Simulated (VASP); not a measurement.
Method: PBE GGA, VASP's PBE PAW potentials (set 64) (plane waves; VASP 6.6.1).

VASP ran on this input.

### KPOINTS
```
Automatic mesh
0
Gamma
12 12 8
0 0 0
```

### INCAR
```
LMAXMIX = 4   # l cut-off of mixed one-centre charges
ALGO = Normal   # blocked Davidson
ISMEAR = 1   # Methfessel-Paxton
IBRION = 2
NELM = 100   # most electronic steps
EDIFF = 1E-6   # SCF stop (eV)
ENCUT = 400   # plane-wave cut-off (eV)
PREC = Accurate
SIGMA = 0.1
ISIF = 3
SYSTEM = TiAl
GGA = PE
NSW = 60
EDIFFG = -0.01
LREAL = .False.
LCHARG = .False.
LASPH = .True.
LWAVE = .False.
```

POSCAR:
```
TiAl
1
    2.8300000000     0.0000000000     0.0000000000
    0.0000000000     2.8300000000     0.0000000000
    0.0000000000     0.0000000000     4.0700000000
Ti Al
1 1
Direct
  0.0000000000   0.0000000000   0.0000000000
  0.5000000000   0.5000000000   0.5000000000
```

POTCAR, in this order: Ti_sv Al (PBE.64 set). Program: vasp_std.

Question: What does the run give for the energy per atom (σ→0), volume per atom, band gap (on the k-mesh)?

Answer: 
energy per atom (σ→0): -6.195 eV/atom
band gap (on the k-mesh): none (metal, semimetal or under 0.01 eV)
volume per atom: 16.18 Å^3/atom

OSZICAR:
```
...
DAV:   2    -0.123904174741E+02    0.51954E-02   -0.49234E-02  3724   0.266E+00    0.169E-01
DAV:   3    -0.123895555241E+02    0.86195E-03   -0.50497E-03  3622   0.709E-01    0.507E-02
DAV:   4    -0.123896049020E+02   -0.49378E-04   -0.70395E-04  3546   0.198E-01    0.334E-02
DAV:   5    -0.123896830972E+02   -0.78195E-04   -0.12183E-04  4569   0.741E-02    0.202E-02
DAV:   6    -0.123897049680E+02   -0.21871E-04   -0.62893E-05  4551   0.428E-02    0.725E-03
DAV:   7    -0.123897059729E+02   -0.10049E-05   -0.48667E-06  3514   0.169E-02    0.757E-04
DAV:   8    -0.123897059737E+02   -0.81604E-09   -0.30259E-07  1569   0.610E-03
   3 F= -.12389706E+02 E0= -.12389912E+02  d E =-.614732E-03
```

The compound is TiAl in the L1_0 structure. This run relaxes it. Symmetry was kept, so distortions that lower it aren't found. The electron count is odd and the run is not spin-polarised, which forces a metal.
